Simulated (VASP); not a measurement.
VASP input:

**KPOINTS**
```
Automatic mesh
0
Gamma
13 13 13
0 0 0
```

**POSCAR**
```
HCl
1
    0.0000000000     2.2648159172     2.2648159172
    2.2648159172    -0.0000000000     2.2648159172
    2.2648159172     2.2648159172    -0.0000000000
H Cl
1 1
Direct
  0.0000000000   0.0000000000   0.0000000000
  0.5000000000   0.5000000000   0.5000000000
```

**INCAR**
```
ALGO=Normal
EDIFF=1E-6
EDIFFG=-0.01
ENCUT=400
IBRION=2
ISIF=3
ISMEAR=1
LASPH=.TRUE.
LCHARG=.FALSE.
LMIXTAU=.TRUE.
LREAL=.FALSE.
LWAVE=.FALSE.
METAGGA=R2SCAN
NELM=100
NSW=60
PREC=Accurate
SIGMA=0.1
SYSTEM=HCl
```

POTCAR, in this order: H Cl (PBE.64 set). Program: vasp_std.

### Question
Write an equivalent input for Ansatz.

### Answer
One equivalent input (not run):
Ansatz 0.2 input:
```yaml
crystal:
  lattice:
    - [0.0000000, 2.2648159, 2.2648159]
    - [2.2648159, 0.0000000, 2.2648159]
    - [2.2648159, 2.2648159, 0.0000000]
  atoms:
    - { symbol: H, position: [0.0000000, 0.0000000, 0.0000000] }
    - { symbol: Cl, position: [0.5000000, 0.5000000, 0.5000000] }
kpoints:
  mp_grid: { grid: [13, 13, 13] }
hamiltonian:
  xc: r2scan
  pseudopotentials: { kind: paw }
scf:
  occupations: { method: methfessel_paxton, width: 0.1 }
  max_iter: 100
relax:
  max_steps: 60
  f_tol: 0.01
  cell: {}
output: { forces: true, stress: true, eigenvalues: true }
```
What does not carry over: each code has its own PAW files, so the cut-off isn't converted (ENCUT is set for VASP's; basis.ecutwfc is left out, and Ansatz then takes the one that its files recommend); Ansatz stops its SCF on the density residual and VASP on the energy change (EDIFF).

The structure comes from a measured HCl entry (Fm-3m) of the Crystallography Open Database, whose conditions weren't checked. This run relaxes it. Symmetry was kept, so distortions that lower it aren't found. The start is the result of an earlier pass.
